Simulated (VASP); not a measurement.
# ScAl3: structure and properties in VASP, part 4 of 5

Aim: relax ScAl3 with r2SCAN + rVV10, compute its properties on that cell and hold them against experiment. The start is a computed cell from the Materials Project.

VASP 6.6.1; r2SCAN with rVV10; plane waves and PAW (Sc_sv, Al).

Still holding for the runs below: The k-mesh is coarse for a metal.

So far. Step 4 (Bands along the symmetry lines (r2SCAN + rVV10)): Of the bands kept, 2 cross the Fermi level on this path. Step 5 (Density of states (r2SCAN + rVV10)): The finer mesh and the other smearing move the Fermi level by +0.08 eV from the 7×7×7 run, one measure of the sampling error in the zero of the bands above. Of the states within 0.3 eV of the Fermi level, the largest shares in the PAW spheres are Sc d 28 % and Al p 11 %. The relaxed cell has a = 4.078 Å (conventional setting).

## 6. Electric field gradients (r2SCAN + rVV10)

Field gradients probe how far the charge around each nucleus departs from cubic symmetry; LASPH keeps the non-spherical terms inside the spheres.

INCAR

```
SYSTEM = ScAl3
PREC = Accurate
ENCUT = 400
EDIFF = 1E-07
NELM = 100
ISMEAR = 1
SIGMA = 0.2
LREAL = .FALSE.
ALGO = Normal
METAGGA = R2SCAN
LUSE_VDW = .TRUE.
IVDW_NL = 2
BPARAM = 11.95
CPARAM = 0.0093
LASPH = .TRUE.
NBANDS = 16
LORBIT = 11
LWAVE = .FALSE.
LCHARG = .FALSE.
KPAR = 4
LEFG = .TRUE.
```

POSCAR

```
ScAl3
1.0
    4.0784266406      0.0000000000      0.0000000000
    0.0000000000      4.0784266406      0.0000000000
    0.0000000000      0.0000000000      4.0784266406
Sc Al
1 3
Direct
    0.0000000000      0.0000000000      0.0000000000
    0.5000000000      0.0000000000      0.5000000000
    0.0000000000      0.5000000000      0.5000000000
    0.5000000000      0.5000000000      0.0000000000
```

KPOINTS

```
Automatic mesh
0
Gamma
7 7 7
0 0 0
```

The projector-augmented-wave data sets are Sc_sv and Al (PBE family, release 64).

Started as:

```console
$ mpirun -np 4 vasp_std
```

Log:

```text
[... set-up lines as in an earlier step ...]
 entering main loop
       N       E                     dE             d eps       ncg     rms          rms(c)
Total rVV10 correction in eV:      0.4699172    26.5390754
Total rVV10 correction in eV:      0.4699172    26.5390754
Total rVV10 correction in eV:      0.4699172    26.5390754
Total rVV10 correction in eV:      0.4699172    26.5390754
DAV:   1     0.769011676967E+02    0.76901E+02   -0.75004E+03   656   0.951E+02
DAV:   2    -0.318979268226E+02   -0.10880E+03   -0.10695E+03   640   0.298E+02
DAV:   3    -0.366821772704E+02   -0.47843E+01   -0.46287E+01   976   0.545E+01
DAV:   4    -0.367863751983E+02   -0.10420E+00   -0.10417E+00   808   0.934E+00
DAV:   5    -0.367887421297E+02   -0.23669E-02   -0.23669E-02   992   0.128E+00    0.122E+01
Total rVV10 correction in eV:      0.4567050    26.5390750
Total rVV10 correction in eV:      0.4567050    26.5390750
Total rVV10 correction in eV:      0.4567050    26.5390750
Total rVV10 correction in eV:      0.4567050    26.5390750
DAV:   6    -0.330522548830E+02    0.37365E+01   -0.47740E+00   888   0.304E+01    0.467E+00
Total rVV10 correction in eV:      0.4541025    26.5390749
Total rVV10 correction in eV:      0.4541025    26.5390749
Total rVV10 correction in eV:      0.4541025    26.5390749
Total rVV10 correction in eV:      0.4541025    26.5390749
DAV:   7    -0.330550176919E+02   -0.27628E-02   -0.17844E-01   936   0.397E+00    0.201E+00
Total rVV10 correction in eV:      0.4536830    26.5390749
Total rVV10 correction in eV:      0.4536830    26.5390749
Total rVV10 correction in eV:      0.4536830    26.5390749
Total rVV10 correction in eV:      0.4536830    26.5390749
DAV:   8    -0.330565296137E+02   -0.15119E-02   -0.40809E-02  1024   0.217E+00    0.478E-01
Total rVV10 correction in eV:      0.4532418    26.5390749
Total rVV10 correction in eV:      0.4532418    26.5390749
Total rVV10 correction in eV:      0.4532418    26.5390749
Total rVV10 correction in eV:      0.4532418    26.5390749
DAV:   9    -0.330556830987E+02    0.84651E-03   -0.12309E-02  1048   0.116E+00    0.157E-01
Total rVV10 correction in eV:      0.4533442    26.5390749
Total rVV10 correction in eV:      0.4533442    26.5390749
Total rVV10 correction in eV:      0.4533442    26.5390749
Total rVV10 correction in eV:      0.4533442    26.5390749
DAV:  10    -0.330556764388E+02    0.66599E-05   -0.67668E-04   976   0.276E-01    0.106E-01
Total rVV10 correction in eV:      0.4533907    26.5390749
Total rVV10 correction in eV:      0.4533907    26.5390749
Total rVV10 correction in eV:      0.4533907    26.5390749
Total rVV10 correction in eV:      0.4533907    26.5390749
DAV:  11    -0.330556777206E+02   -0.12818E-05   -0.64659E-05   744   0.491E-02    0.202E-02
Total rVV10 correction in eV:      0.4533936    26.5390749
Total rVV10 correction in eV:      0.4533936    26.5390749
Total rVV10 correction in eV:      0.4533936    26.5390749
Total rVV10 correction in eV:      0.4533936    26.5390749
DAV:  12    -0.330556788767E+02   -0.11561E-05   -0.22837E-05   752   0.289E-02    0.525E-03
Total rVV10 correction in eV:      0.4533988    26.5390749
Total rVV10 correction in eV:      0.4533988    26.5390749
Total rVV10 correction in eV:      0.4533988    26.5390749
Total rVV10 correction in eV:      0.4533988    26.5390749
DAV:  13    -0.330556782304E+02    0.64627E-06   -0.14657E-06  1000   0.105E-02    0.406E-03
Total rVV10 correction in eV:      0.4534034    26.5390749
Total rVV10 correction in eV:      0.4534034    26.5390749
Total rVV10 correction in eV:      0.4534034    26.5390749
Total rVV10 correction in eV:      0.4534034    26.5390749
DAV:  14    -0.330556776819E+02    0.54848E-06   -0.26535E-06   712   0.104E-02    0.655E-03
Total rVV10 correction in eV:      0.4534029    26.5390749
Total rVV10 correction in eV:      0.4534029    26.5390749
Total rVV10 correction in eV:      0.4534029    26.5390749
Total rVV10 correction in eV:      0.4534029    26.5390749
DAV:  15    -0.330556784873E+02   -0.80539E-06   -0.38916E-07   720   0.576E-03    0.458E-04
Total rVV10 correction in eV:      0.4534033    26.5390749
Total rVV10 correction in eV:      0.4534033    26.5390749
Total rVV10 correction in eV:      0.4534033    26.5390749
Total rVV10 correction in eV:      0.4534033    26.5390749
DAV:  16    -0.330556783611E+02    0.12617E-06   -0.13544E-08   456   0.782E-04    0.564E-04
Total rVV10 correction in eV:      0.4534034    26.5390749
Total rVV10 correction in eV:      0.4534034    26.5390749
Total rVV10 correction in eV:      0.4534034    26.5390749
Total rVV10 correction in eV:      0.4534034    26.5390749
DAV:  17    -0.330556783538E+02    0.73801E-08   -0.29594E-09   432   0.597E-04
Total rVV10 correction in eV:      0.4534037    26.5390749
Total rVV10 correction in eV:      0.4534037    26.5390749
Total rVV10 correction in eV:      0.4534037    26.5390749
Total rVV10 correction in eV:      0.4534037    26.5390749
Total rVV10 correction in eV:      0.4534034    26.5390749
Total rVV10 correction in eV:      0.4534034    26.5390749
Total rVV10 correction in eV:      0.4534034    26.5390749
Total rVV10 correction in eV:      0.4534034    26.5390749
ion   1
     0.0000000    -0.0000000    -0.0000000     0.0000000     0.0000000    -0.0000000
     0.0000413    -0.0000000    -0.0000000     0.0000000     0.0000000    -0.0000000
     0.0000569    -0.0000000    -0.0000000     0.0000000     0.0000000    -0.0000000
     0.0000784    -0.0000000    -0.0000000     0.0000000     0.0000000    -0.0000000
     0.0001079    -0.0000000    -0.0000000     0.0000000     0.0000000    -0.0000000

     0.0000000    -0.0000000    -0.0000000     0.0000000     0.0000000    -0.0000000
     0.0000413    -0.0000000    -0.0000000     0.0000000     0.0000000    -0.0000000
     0.0000569    -0.0000000    -0.0000000     0.0000000     0.0000000    -0.0000000
     0.0000784    -0.0000000    -0.0000000     0.0000000     0.0000000    -0.0000000
     0.0001079    -0.0000000    -0.0000000     0.0000000     0.0000000    -0.0000000

ion   2
     0.0000000    -0.0000000     0.0000000     0.4925682    -0.0000000     0.8531532
     0.0000349    -0.0000000     0.0000000     0.4925682    -0.0000000     0.8531532
     0.0000480    -0.0000000     0.0000000     0.4925682    -0.0000000     0.8531532
     0.0000661    -0.0000000     0.0000000     0.4925682    -0.0000000     0.8531532
     0.0000910    -0.0000000     0.0000000     0.4925682    -0.0000000     0.8531532

     0.0000000    -0.0000000     0.0000000     7.4728801    -0.0000000    12.9434081
     0.0000349    -0.0000000     0.0000000     7.4728701    -0.0000000    12.9433907
     0.0000480    -0.0000000     0.0000000     7.4728638    -0.0000000    12.9433798
     0.0000661    -0.0000000     0.0000000     7.4728533    -0.0000000    12.9433616
     0.0000910    -0.0000000     0.0000000     7.4728359    -0.0000000    12.9433315

ion   3
     0.0000000    -0.0000000     0.0000000     0.4925682    -0.0000000    -0.8531532
     0.0000349    -0.0000000     0.0000000     0.4925682    -0.0000000    -0.8531532
     0.0000480    -0.0000000     0.0000000     0.4925682    -0.0000000    -0.8531532
     0.0000661    -0.0000000     0.0000000     0.4925682    -0.0000000    -0.8531532
     0.0000910    -0.0000000     0.0000000     0.4925682    -0.0000000    -0.8531532

     0.0000000     0.0000000     0.0000000     7.4728801    -0.0000000   -12.9434081
     0.0000349     0.0000000     0.0000000     7.4728701    -0.0000000   -12.9433907
     0.0000480     0.0000000     0.0000000     7.4728638    -0.0000000   -12.9433798
     0.0000661     0.0000000     0.0000000     7.4728533    -0.0000000   -12.9433616
     0.0000910     0.0000000     0.0000000     7.4728359    -0.0000000   -12.9433315

ion   4
     0.0000000    -0.0000000    -0.0000000    -0.9851365    -0.0000000    -0.0000000
     0.0000349    -0.0000000    -0.0000000    -0.9851365    -0.0000000    -0.0000000
     0.0000480    -0.0000000    -0.0000000    -0.9851365    -0.0000000    -0.0000000
     0.0000661    -0.0000000    -0.0000000    -0.9851365    -0.0000000    -0.0000000
     0.0000910    -0.0000000    -0.0000000    -0.9851365    -0.0000000    -0.0000000

     0.0000000    -0.0000000    -0.0000000   -14.9457603    -0.0000000    -0.0000000
     0.0000349    -0.0000000    -0.0000000   -14.9457402    -0.0000000    -0.0000000
     0.0000480    -0.0000000    -0.0000000   -14.9457277    -0.0000000    -0.0000000
     0.0000661    -0.0000000    -0.0000000   -14.9457067    -0.0000000    -0.0000000
     0.0000910    -0.0000000    -0.0000000   -14.9456718    -0.0000000    -0.0000000

   1 F= -.33055678E+02 E0= -.33054158E+02  d E =-.456105E-02
```

It took 56 s on 4 MPI ranks of AMD EPYC 7R43, shared host; peak memory 0.92 GiB.

OUTCAR, selected parts (step 6):

```text
   NELECT =      20.0000    total number of electrons

 E-fermi :   7.2621

 k-point     1 :       0.0000    0.0000    0.0000
  band No.  band energies     occupation
    ...
      6       4.6304      2.00000
      7       4.6304      2.00000
      8       5.3499      2.00000
      9       5.3499      2.00000
     10       5.3499      2.00000
     11       8.6726     -0.00000
     12       8.7746     -0.00000
     13       8.7746     -0.00000
     14       8.7746     -0.00000
     15      12.7055      0.00000
    ...

  Total        0.0064384      0.0064384      0.0064384      0.0000000      0.0000000     -0.0000000
  in kB        0.1520579      0.1520579      0.1520579      0.0000000      0.0000000     -0.0000000
  external PRESSURE =       0.1520579 kB  Pullay stress =       0.0000000 kB

  FREE ENERGIE OF THE ION-ELECTRON SYSTEM (eV)
  ---------------------------------------------------
  free  energy   TOTEN  =       -33.0556783538 eV

  energy  without entropy=      -33.0511173081  energy(sigma->0) =      -33.05415801

 Electric field gradients after diagonalization (V/A^2)
 (convention: |V_zz| > |V_xx| > |V_yy|)
----------------------------------------------------------------------
 ion       V_xx      V_yy      V_zz     asymmetry (V_yy - V_xx)/ V_zz
----------------------------------------------------------------------
   1      -0.000     0.000     0.000       1.163
   2      -9.180    -9.180    18.360       0.000
   3      -9.180    -9.180    18.360       0.000
   4      -9.180    -9.180    18.360       0.000
----------------------------------------------------------------------

[... 10 parts as in an earlier step ...]

[... 8 further parts left out ...]
```

Numbers from this step:

```
SCF cycles           : 17
bands                : 16
irreducible k-points : 20
free energy (TOTEN)  : -33.06 eV
Fermi energy         : 7.262 eV
pressure             : 0.01521 GPa
```

Electric field gradients, by row:

```
atom  Vxx (V/Å²)  Vyy (V/Å²)  Vzz (V/Å²)  asymmetry
 Sc1           0           0           0          -
 Al2       -9.18       -9.18       18.36          0
 Al3       -9.18       -9.18       18.36          0
 Al4       -9.18       -9.18       18.36          0
```

The largest gradient, 18.36 V/Å², sits on Al2 and like sites; times the quadrupole moment of a nucleus that has one, it gives the coupling that NMR and NQR see.

[end of part 4 of 5]

[Lines on the potential files, build, host, timing and source positions are cut from VASP's logs without a mark.]

[Logs are printed without paths, hosts, clocks, repeated set-up lines and the standing remarks that a program may print on its own settings, such as how far it seeks lower states.]

[Hosts, paths, dates, database ids (printed as entryN), source tags and the programs' standing remarks are cut or masked in the printed files.]

[Measured values are set beside computed ones only where the two were judged alike; some that the calculation misses by far are left out.]
